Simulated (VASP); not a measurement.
All values below come from PBE GGA with D4 dispersion, VASP's PBE PAW potentials (set 64) (plane waves; VASP 6.6.1). For the first row: Settings: 520 eV cut-off, 11×11×11 Γ-centred mesh, first-order Methfessel-Paxton smearing of 0.10 eV, potentials In_d Pd.

```csv
system,energy (eV/atom)
PdIn (CsCl type),-4.8425
In (bct),-2.9108
Pd (fcc),-5.6990
```

The references are the elements' solids at the same level; no temperature or zero-point terms are added.

Question: What is the formation energy per atom of PdIn?

Answer: The references average (1×(-2.9108) + 1×(-5.6990))/2 = -4.3049 eV, so the formation energy is -4.8425 − (-4.3049) = -0.538 eV/atom.
